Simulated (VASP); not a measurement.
An input for Quantum ESPRESSO's pw.x (written as the equivalent of a VASP run, and not itself run):

```
&CONTROL
  calculation = 'scf'
  pseudo_dir = './pseudo'
  outdir = './out'
  tprnfor = .true.
  tstress = .true.
/
&SYSTEM
  ibrav = 0
  nat = 4
  ntyp = 1
  ecutwfc = 82
  occupations = 'tetrahedra'
  input_dft = 'vdw-df2'
/
&ELECTRONS
  conv_thr = 7.3e-09
  electron_maxstep = 100
/
ATOMIC_SPECIES
  C 12.011 C.upf
CELL_PARAMETERS angstrom
     1.2384286   -2.1450208    0.0000000
     1.2384286    2.1450208    0.0000000
     0.0000000    0.0000000    7.0306054
ATOMIC_POSITIONS crystal
  C    0.0000000  0.0000000  0.2500000
  C    0.0000000  0.0000000  0.7500000
  C    0.3333330  0.6666670  0.2500000
  C    0.6666670  0.3333330  0.7500000
K_POINTS automatic
  11 11 4 0 0 0
```

Question: Translate this input to VASP (INCAR, KPOINTS, POSCAR, choice of POTCAR).

Answer: Several could match; the one computed here: 
INCAR:
```
SYSTEM = C
PREC = Accurate
ENCUT = 520
EDIFF = 1E-7
NELM = 100
ALGO = Normal
LREAL = .FALSE.
LASPH = .TRUE.
ISMEAR = -5
GGA = ML
ZAB_VDW = -1.8867
LUSE_VDW = .TRUE.
AGGAC = 0.0
LWAVE = .FALSE.
LCHARG = .TRUE.
LORBIT = 11
NEDOS = 601
ISIF = 2
LEFG = .TRUE.
```

**POSCAR**
```
C
2.4768570
  0.5000000415  -0.8660252725   0.0000000000
  0.5000000415   0.8660252725   0.0000000000
  0.0000000000   0.0000000000   2.8385189063
C
4
Direct
  0.0000000000   0.0000000000   0.2500000000
  0.0000000000   0.0000000000   0.7500000000
  0.3333330000   0.6666670000   0.2500000000
  0.6666670000   0.3333330000   0.7500000000
```

File KPOINTS:
```
Automatic mesh
0
Gamma
  11 11 4
```

POTCAR, in this order: C (PBE.64 set). Program: vasp_std.

Limits of the translation: the potentials are each code's own (VASP's PAW set, PseudoDojo norm-conserving files in pw.x), so ENCUT and ecutwfc are chosen apart and not converted; conv_thr bounds pw.x's estimated SCF error, while EDIFF bounds the energy change between steps; the field gradients of LEFG aren't asked of the other code.

The compound is C in the graphite structure. It was relaxed first, which changed the volume by +6 %.
